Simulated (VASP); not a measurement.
Input for VASP

**POSCAR**
```
ZrGe2
1
    1.8783449346    -7.4075897262    -0.0000000000
    1.8783449346     7.4075897262     0.0000000000
    0.0000000000    -0.0000000000     3.7389387069
Zr Ge
2 4
Direct
  0.1046987772   0.8953012228   0.2500000000
  0.8953012228   0.1046987772   0.7500000000
  0.4406829281   0.5593170719   0.2500000000
  0.5593170719   0.4406829281   0.7500000000
  0.2501075670   0.7498924330   0.7500000000
  0.7498924330   0.2501075670   0.2500000000
```

### KPOINTS
```
Automatic mesh
0
Gamma
9 9 9
0 0 0
```

**INCAR**
```
SYSTEM=ZrGe2
PREC=Accurate; ENCUT=400; LREAL=.FALSE.
LASPH=.TRUE.
EDIFF=1E-7; NELM=100; ALGO=Normal
LMAXMIX=4
ISMEAR=-5
ISIF=2
LWAVE=.FALSE.; LCHARG=.TRUE.; LORBIT=11
NEDOS=601
LEFG=.TRUE.
```

POTCAR, in this order: Zr_sv Ge_d (LDA.64 set). Program: vasp_std.

Task: Translate this LDA calculation to Ansatz.

Result: One equivalent input (not run):
Ansatz 0.2 input:
```yaml
crystal:
  lattice:
    - [1.8783449, -7.4075897, 0.0000000]
    - [1.8783449, 7.4075897, 0.0000000]
    - [0.0000000, 0.0000000, 3.7389387]
  atoms:
    - { symbol: Zr, position: [0.1046988, 0.8953012, 0.2500000] }
    - { symbol: Zr, position: [0.8953012, 0.1046988, 0.7500000] }
    - { symbol: Ge, position: [0.4406829, 0.5593171, 0.2500000] }
    - { symbol: Ge, position: [0.5593171, 0.4406829, 0.7500000] }
    - { symbol: Ge, position: [0.2501076, 0.7498924, 0.7500000] }
    - { symbol: Ge, position: [0.7498924, 0.2501076, 0.2500000] }
kpoints:
  mp_grid: { grid: [9, 9, 9] }
hamiltonian:
  xc: lda
  pseudopotentials: { kind: paw }
scf:
  occupations: { method: tetrahedron }
  max_iter: 100
output: { forces: true, stress: true, eigenvalues: true }
```
The two are equivalent in intent, not identical: each code has its own PAW files, so the cut-off isn't converted (ENCUT is set for VASP's; basis.ecutwfc is left out, and Ansatz then takes the one that its files recommend); Ansatz stops its SCF on the density residual and VASP on the energy change (EDIFF); Ansatz's lda is the Perdew-Wang form, while the LDA potentials of VASP carry Perdew-Zunger's; the field gradients of LEFG aren't asked of the other code.

The structure comes from a computed database's ZrGe2 entry (Cmcm); how it stands against other phases isn't given here. It was relaxed first, which changed the volume by -5 %.
